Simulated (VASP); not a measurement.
These are HSE06 screened hybrid, VASP's PBE PAW potentials (set 64) (plane waves; VASP) values and carry that method's errors.

VASP input:

**KPOINTS**
```
Automatic mesh
0
Gamma
1 1 1
0 0 0
```

POSCAR:
```
C32Si31
1.0
  8.7583314355   0.0000000000   0.0000000000
  0.0000000000   8.7583314355   0.0000000000
  0.0000000000   0.0000000000   8.7583314355
Si C
31 32
Direct
  0.4992708455   0.9999913826   0.0004377344
  0.7502950617   0.2495671027   0.0007055644
  0.7502963804   0.0001108791   0.2501850255
  0.9998638070   0.9997340687   0.0003491501
  0.2497981166   0.2495950581   0.0002553254
  0.4999623613   0.4997699623   0.0006703050
  0.7497841817   0.7497155171   0.0003716787
  0.2497308432   0.9997613762   0.2501537984
  0.4983808127   0.2503793937   0.2510869055
  0.7501061651   0.5006539261   0.2499936374
  0.4999909211   0.0000086254   0.5003950648
  0.7501070213   0.2494126304   0.5012614786
  0.7498024008   0.9997800925   0.7502483883
  0.9999662175   0.4991059839   0.0004820448
  0.2497036684   0.7502542312   0.0005478876
  0.9997833506   0.2496377847   0.2502070296
  0.2503650276   0.4982799875   0.2507608734
  0.5006726722   0.7501141212   0.2498143240
  0.0000217853   0.9999779336   0.4997034736
  0.2504874948   0.2503821419   0.4988447715
  0.7499135066   0.7497175651   0.4965621047
  0.2498461221   0.0000607330   0.7506706697
  0.5007678318   0.2494440039   0.7505371262
  0.7500542830   0.4959693794   0.7504341435
  0.0001556763   0.7502473563   0.2501000880
  0.0002234177   0.4997857638   0.5003786885
  0.2494334377   0.7500166055   0.5010672242
  0.0002401864   0.2494682836   0.7508394370
  0.2494765835   0.5005603616   0.7506023424
  0.4961896206   0.7496178984   0.7502995738
  0.9999560579   0.7497273040   0.7501914597
  0.6256745273   0.1241692963   0.1248435224
  0.8759391766   0.3745279653   0.1244111194
  0.8759346351   0.1238286483   0.3751443108
  0.1249075944   0.1248025587   0.1253981115
  0.3745828555   0.3743911008   0.1252091485
  0.6252837688   0.6251820274   0.1252253183
  0.8748745349   0.8747991704   0.1251675492
  0.3745852409   0.1245864288   0.3750798694
  0.6393664984   0.3614205222   0.3620864085
  0.8754032046   0.6249556948   0.3746151289
  0.6252808762   0.1246205750   0.6257485830
  0.8754572612   0.3739786592   0.6256178215
  0.8749149715   0.1244911571   0.8754698162
  0.1241978846   0.6256777663   0.1246154308
  0.3745815429   0.8759774635   0.1242736249
  0.1247539328   0.3744637400   0.3749739006
  0.3612484424   0.6394625383   0.3615668629
  0.6250736642   0.8751654284   0.3745891012
  0.1243757510   0.1241665605   0.6261681659
  0.3614440417   0.3613740653   0.6398598517
  0.6392383527   0.6388308812   0.6394992892
  0.8752552214   0.8751225049   0.6260577163
  0.3747140585   0.1238228168   0.8763553271
  0.6251680236   0.3740465381   0.8757908691
  0.8753050858   0.6255151999   0.8757321262
  0.1238716818   0.8759261967   0.3750475345
  0.1247906511   0.6251530085   0.6257224540
  0.3742365531   0.8750315533   0.6254698810
  0.1238868857   0.3744727425   0.8764772393
  0.3742012494   0.6249097221   0.8757982984
  0.6255862449   0.8750813093   0.8756912605
  0.1247327284   0.8748457064   0.8753230402
```

**INCAR**
```
SYSTEM = C32Si31
PREC = Normal
ENCUT = 400
EDIFF = 1E-5
NELM = 50
ALGO = Normal
LREAL = Auto
LASPH = .TRUE.
ISMEAR = 0
SIGMA = 0.05
GGA = PE
LWAVE = .FALSE.
LCHARG = .FALSE.
NELMIN = 4
ISYM = 0
ISPIN = 2
NUPDOWN = 2
MAGMOM = 63*0.0317
LORBIT = 10
HFSCREEN = 0.2
AEXX = 0.25
LHFCALC = .TRUE.
PRECFOCK = Fast
ISIF = 0
```

POTCAR, in this order: Si C (PBE.64 set). Program: vasp_gam. Read from the step before: WAVECAR.

The resulting files:

OSZICAR:
```
       N       E                     dE             d eps       ncg     rms          rms(c)
DAV:   1    -0.542077628494E+03   -0.54208E+03   -0.10123E+01   636   0.783E+00    0.147E+01
DAV:   2    -0.542206379089E+03   -0.12875E+00   -0.51774E-01   722   0.146E+00    0.107E+01
DAV:   3    -0.542219907349E+03   -0.13528E-01   -0.14008E-01   825   0.631E-01    0.631E+00
DAV:   4    -0.542224044014E+03   -0.41367E-02   -0.42053E-02   833   0.373E-01    0.366E+00
DAV:   5    -0.542224437550E+03   -0.39354E-03   -0.14854E-02   800   0.253E-01    0.208E+00
DAV:   6    -0.542224539843E+03   -0.10229E-03   -0.38065E-03   754   0.128E-01    0.120E+00
DAV:   7    -0.542224334669E+03    0.20517E-03   -0.74116E-04   802   0.584E-02    0.694E-01
DAV:   8    -0.542224237256E+03    0.97413E-04   -0.27356E-04   770   0.367E-02    0.401E-01
DAV:   9    -0.542224196591E+03    0.40665E-04   -0.74938E-05   745   0.223E-02    0.231E-01
DAV:  10    -0.542224182350E+03    0.14241E-04   -0.25996E-05   529   0.135E-02    0.133E-01
DAV:  11    -0.542224178754E+03    0.35957E-05   -0.10401E-05   490   0.801E-03
   1 F= -.54222418E+03 E0= -.54222418E+03  d E =-.121963E-11  mag=     2.0000
```

**OUTCAR**
```
------------------------ aborting loop because EDIFF is reached ----------------------------------------
  volume of cell :      671.84
      direct lattice vectors                 reciprocal lattice vectors
     8.758331436  0.000000000  0.000000000     0.114176999  0.000000000  0.000000000
     0.000000000  8.758331436  0.000000000     0.000000000  0.114176999  0.000000000
     0.000000000  0.000000000  8.758331436     0.000000000  0.000000000  0.114176999
  FREE ENERGIE OF THE ION-ELECTRON SYSTEM (eV)
  ---------------------------------------------------
  free  energy   TOTEN  =      -542.2241787542 eV

  energy  without entropy=     -542.2241787542  energy(sigma->0) =     -542.22417875

  exchange ACFDT corr.  =         0.00000000  see jH, gK, PRB 81, 115126

 total charge

# of ion       s       p       d       tot
------------------------------------------
    1        0.715   0.983   0.000   1.698
    2        0.710   0.979   0.000   1.689
    3        0.710   0.979   0.000   1.689
    4        0.709   0.979   0.000   1.687
    5        0.709   0.978   0.000   1.687
    6        0.708   0.974   0.000   1.683
    7        0.710   0.980   0.000   1.689
    8        0.709   0.978   0.000   1.687
    9        0.711   0.987   0.000   1.698
   10        0.711   0.990   0.000   1.702
   11        0.708   0.974   0.000   1.683
   12        0.711   0.991   0.000   1.702
   13        0.710   0.980   0.000   1.689
   14        0.715   0.983   0.000   1.698
   15        0.710   0.979   0.000   1.689
   16        0.709   0.978   0.000   1.687
   17        0.711   0.987   0.000   1.698
   18        0.711   0.991   0.000   1.702
   19        0.715   0.983   0.000   1.698
   20        0.711   0.987   0.000   1.698
   21        0.711   0.988   0.000   1.699
   22        0.710   0.979   0.000   1.688
   23        0.711   0.991   0.000   1.702
   24        0.711   0.988   0.000   1.700
   25        0.710   0.979   0.000   1.689
   26        0.708   0.974   0.000   1.683
   27        0.711   0.991   0.000   1.702
   28        0.710   0.979   0.000   1.689
   29        0.711   0.991   0.000   1.702
   30        0.711   0.988   0.000   1.699
   31        0.710   0.980   0.000   1.689
   32        0.837   1.702   0.000   2.538
   33        0.836   1.712   0.000   2.548
   34        0.836   1.712   0.000   2.548
   35        0.833   1.716   0.000   2.549
   36        0.833   1.718   0.000   2.551
   37        0.833   1.718   0.000   2.551
   38        0.833   1.716   0.000   2.549
   39        0.833   1.718   0.000   2.551
   40        0.869   1.615   0.000   2.484
   41        0.833   1.718   0.000   2.552
   42        0.833   1.718   0.000   2.551
   43        0.833   1.718   0.000   2.552
   44        0.833   1.715   0.000   2.548
   45        0.837   1.702   0.000   2.538
   46        0.836   1.712   0.000   2.548
   47        0.833   1.718   0.000   2.551
   48        0.869   1.616   0.000   2.484
   49        0.833   1.718   0.000   2.552
   50        0.837   1.702   0.000   2.538
   51        0.869   1.616   0.000   2.484
   52        0.879   1.566   0.000   2.445
   53        0.837   1.697   0.000   2.534
   54        0.836   1.712   0.000   2.548
   55        0.833   1.718   0.000   2.552
   56        0.837   1.697   0.000   2.534
   57        0.836   1.711   0.000   2.548
   58        0.833   1.718   0.000   2.551
   59        0.833   1.718   0.000   2.552
   60        0.836   1.712   0.000   2.548
   61        0.833   1.718   0.000   2.552
   62        0.837   1.697   0.000   2.534
   63        0.833   1.715   0.000   2.548
--------------------------------------------------
tot         48.880  84.825   0.000 133.705

 magnetization (x)

# of ion       s       p       d       tot
------------------------------------------
    1        0.000   0.006   0.000   0.006
    2       -0.000  -0.001   0.000  -0.001
    3       -0.000  -0.001   0.000  -0.001
    4       -0.000  -0.000   0.000  -0.000
    5       -0.000  -0.001   0.000  -0.001
    6       -0.000  -0.000   0.000  -0.000
    7        0.000   0.000   0.000   0.000
    8       -0.000  -0.001   0.000  -0.001
    9       -0.004  -0.008   0.000  -0.012
   10       -0.004  -0.008   0.000  -0.011
   11       -0.000  -0.000   0.000  -0.000
   12       -0.004  -0.008   0.000  -0.011
   13        0.000   0.000   0.000   0.000
   14        0.000   0.006   0.000   0.006
   15       -0.000  -0.001   0.000  -0.001
   16       -0.000  -0.001   0.000  -0.001
   17       -0.004  -0.008   0.000  -0.012
   18       -0.004  -0.008   0.000  -0.011
   19        0.000   0.006   0.000   0.006
   20       -0.004  -0.008   0.000  -0.012
   21        0.002   0.007   0.000   0.010
   22       -0.000  -0.001   0.000  -0.001
...
```
(Selected blocks of OUTCAR.)

The supercell is sampled at Γ alone, which is coarse: total energies, pressure and levels can be off, energies of defects by several tenths of an eV.

The cell is a supercell with a defect, built from SiC (zinc blende): vac_Si. The cell's shape comes from a PBE relaxation.
